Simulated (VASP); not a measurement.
Computed with PBE GGA, VASP's PBE PAW potentials (set 64) (plane waves; VASP).

VASP input:

**INCAR**
```
LCHARG = .FALSE.
LMAXMIX = 4   # l cut-off of mixed one-centre charges
ISIF = 2
SIGMA = 0.05   # width (eV)
NELM = 100
ISMEAR = -1
LREAL = .FALSE.
GGA = PE   # PBE
ALGO = Normal   # blocked Davidson
ENCUT = 300   # plane-wave cut-off (eV)
EDIFF = 1E-6   # SCF stop (eV)
SYSTEM = InSb
LASPH = .TRUE.   # aspherical one-centre terms
PREC = Accurate
LWAVE = .FALSE.
```

**KPOINTS**
```
Automatic mesh
0
G
 6 6 6
0 0 0
```

POSCAR:
```
InSb
4.5820520
  0.0000000000   0.7071067722   0.7071067722
  0.7071067722   0.0000000000   0.7071067722
  0.7071067722   0.7071067722   0.0000000000
In Sb
1 1
Cart
  0.0000000000   0.0000000000   0.0000000000
  0.3535533861   0.3535533861   0.3535533861
```

POTCAR, in this order: In_d Sb (PBE.64 set). Program: vasp_std.

The resulting files:

OSZICAR:
```
       N       E                     dE             d eps       ncg     rms          rms(c)
DAV:   1     0.919401366664E+02    0.91940E+02   -0.61048E+03   429   0.936E+02
DAV:   2    -0.109917534325E+01   -0.93039E+02   -0.90856E+02   451   0.257E+02
DAV:   3    -0.685074208143E+01   -0.57516E+01   -0.55498E+01   536   0.710E+01
DAV:   4    -0.699090648692E+01   -0.14016E+00   -0.14013E+00   502   0.130E+01
DAV:   5    -0.699693392233E+01   -0.60274E-02   -0.60273E-02   585   0.210E+00    0.418E+00
DAV:   6    -0.689783636884E+01    0.99098E-01   -0.17464E-01   572   0.689E+00    0.246E+00
DAV:   7    -0.688327541882E+01    0.14561E-01   -0.78137E-02   539   0.287E+00    0.645E-01
DAV:   8    -0.688429434699E+01   -0.10189E-02   -0.82190E-03   558   0.120E+00    0.276E-01
DAV:   9    -0.688487360968E+01   -0.57926E-03   -0.82541E-04   479   0.279E-01    0.889E-02
DAV:  10    -0.688497793293E+01   -0.10432E-03   -0.74270E-05   501   0.665E-02    0.344E-02
DAV:  11    -0.688502256665E+01   -0.44634E-04   -0.73094E-05   441   0.683E-02    0.172E-02
DAV:  12    -0.688502345987E+01   -0.89322E-06   -0.87421E-07   379   0.105E-02
   1 F= -.68850235E+01 E0= -.68845522E+01  d E =-.942497E-03
```

OUTCAR:
```
------------------------ aborting loop because EDIFF is reached ----------------------------------------
  FORCE on cell =-STRESS in cart. coord.  units (eV):
  Direction    XX          YY          ZZ          XY          YZ          ZX
  --------------------------------------------------------------------------------------
  Total        1.2552926      1.2552926      1.2552926      0.0000000      0.0000000      0.0000000
  in kB       29.5658616     29.5658616     29.5658616      0.0000000      0.0000000      0.0000000
  external PRESSURE =      29.5658616 kB  Pullay stress =       0.0000000 kB
  volume of cell :       68.02
      direct lattice vectors                 reciprocal lattice vectors
     0.000000000  3.240000000  3.240000000    -0.154320988  0.154320988  0.154320988
     3.240000000  0.000000000  3.240000000     0.154320988 -0.154320988  0.154320988
     3.240000000  3.240000000  0.000000000     0.154320988  0.154320988 -0.154320988
  FREE ENERGIE OF THE ION-ELECTRON SYSTEM (eV)
  ---------------------------------------------------
  free  energy   TOTEN  =        -6.8850234599 eV

  energy  without entropy=       -6.8840809628  energy(sigma->0) =       -6.88455221
```
(Selected blocks of OUTCAR.)

At this cut-off the stress carries a Pulay error, which pulls relaxed volumes low.

The structure is a typed InSb crystal (F-43m). The cell was not relaxed at this level.
